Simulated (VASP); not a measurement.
A run of VASP 6.6.1:

File INCAR:

```
SYSTEM = K2Pt
  PREC = Accurate
  ENCUT = 520
  EDIFF = 1E-6
  ISMEAR = 0
  SIGMA = 0.05
  LREAL = .False.
  LASPH = .True.
  NELM = 60
  ALGO = Normal
  ISIF = 2
  LWAVE = .False.
  LCHARG = .True.
  METAGGA = R2SCAN
  LMIXTAU = .True.
  LELF = .True.
  LVHAR = .True.
  NBANDS = 21
```

File KPOINTS:

```
Automatic mesh
0
Gamma
  8 8 8
  0 0 0
```

Contents of POSCAR:

```
K2Pt
1.0
    0.0000000000      3.5584930566      4.2701916680
    3.5584930566      0.0000000000      4.2701916680
    3.5584930566      3.5584930566      0.0000000000
K Pt
2 1
Direct
    0.7500000000      0.7500000000      0.7500000000
    0.2500000000      0.2500000000      0.2500000000
    0.0000000000      0.0000000000      0.0000000000
```

Potentials or basis: VASP PAW PBE potentials, release 64 (K_sv, Pt).

Command:

```sh
$ cat potpaw_PBE.64/K_sv/POTCAR potpaw_PBE.64/Pt/POTCAR > POTCAR
$ mpirun -np 1 vasp_std > vasp.out
```

Hardware: 1 thread of Intel(R) Xeon(R) Platinum 8375C CPU @ 2.90GHz (Ice Lake), with other jobs on the host.

**Question.** How long does it take, and how much memory?

**Answer.** Wall time 10 min on 1 thread of Intel(R) Xeon(R) Platinum 8375C CPU @ 2.90GHz (Ice Lake) (shared host), peak memory 0.36 GiB. Counts: scf iterations 20, k points 59.
